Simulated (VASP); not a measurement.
```
AuIn3Sr
1.0
   -2.30010     2.30010     6.25126
    2.30010    -2.30010     6.25126
    2.30010     2.30010    -6.25126
Sr In Au
1 3 1
Direct
  0.99792   0.99792   0.00000
  0.23102   0.73102   0.50000
  0.73102   0.23102   0.50000
  0.38299   0.38299   0.00000
  0.59883   0.59883   0.00000
```

The numbers are results of PBEsol GGA, VASP's PBE PAW potentials (set 64) (plane waves; VASP 6.6.1), not measurements. Run with 300 eV cut-off, 6×6×6 Γ-centred mesh, Gaussian smearing of 0.10 eV, potentials Sr_sv In_d Au.

At this cut-off the stress carries a Pulay error, which pulls relaxed volumes low. Energy and stress use the plane-wave basis of the starting cell.

Problem. The ions, cell shape and volume are relaxed. Give the cell that the relaxation ends in.

Solution. 
```
AuIn3Sr
1.0
   -2.24976     2.24976     6.29354
    2.24976    -2.24976     6.29354
    2.24976     2.24976    -6.29354
Sr In Au
1 3 1
Direct
  0.99950   0.99950   0.00000
  0.23105   0.73105   0.50000
  0.73105   0.23105   0.50000
  0.38376   0.38376   0.00000
  0.59642   0.59642   0.00000
```
Space group I4mm (107), at a tolerance of 0.03 Å.

Problem. How do energy and volume change from the first to the last step?

Solution. The energy (σ→0) changes by -6.8 meV/atom and the volume by -3.7 %, in 17 ionic steps.

| step | E(σ→0) (eV) | max force (eV/Å) | pressure (GPa) | volume (Å³) |
|---|---|---|---|---|
| 1 | -17.0625 | 0.092 | -1.87 | 132.29 |
| 2 | -17.0878 | 0.045 | 0.65 | 126.46 |
| 3 | -17.0905 | 0.042 | 0.13 | 127.77 |
| 4 | -17.0904 | 0.045 | -0.06 | 128.03 |
| 5 | -17.0904 | 0.042 | -0.06 | 127.93 |
| 6 | -17.0913 | 0.040 | -0.06 | 127.89 |
| 7 | -17.0934 | 0.088 | -0.07 | 127.76 |
| 8 | -17.0923 | 0.169 | -0.05 | 127.49 |
| 9 | -17.0938 | 0.105 | -0.04 | 127.71 |
| 10 | -17.0947 | 0.042 | 0.01 | 127.48 |
| 11 | -17.0948 | 0.054 | 0.04 | 127.38 |
| 12 | -17.0954 | 0.040 | -0.03 | 127.51 |
| 13 | -17.0956 | 0.038 | -0.10 | 127.62 |
| 14 | -17.0959 | 0.028 | 0.00 | 127.40 |
| 15 | -17.0960 | 0.023 | 0.04 | 127.31 |
| 16 | -17.0962 | 0.017 | 0.03 | 127.34 |
| 17 | -17.0963 | 0.003 | 0.01 | 127.42 |

The structure comes from a computed database's SrIn3Au entry (I4mm); how it stands against other phases isn't given here. This run relaxes it. Symmetry was kept, so distortions that lower it aren't found. The k-mesh is coarse (spacing up to 0.33 per Å, 2π included), so the numbers may not be converged in it. The run is one of a series of settings (EDIFFG = -0.01, IBRION = 2, ISIF = 3, NSW = 50 against the base run), some of them coarse on purpose.
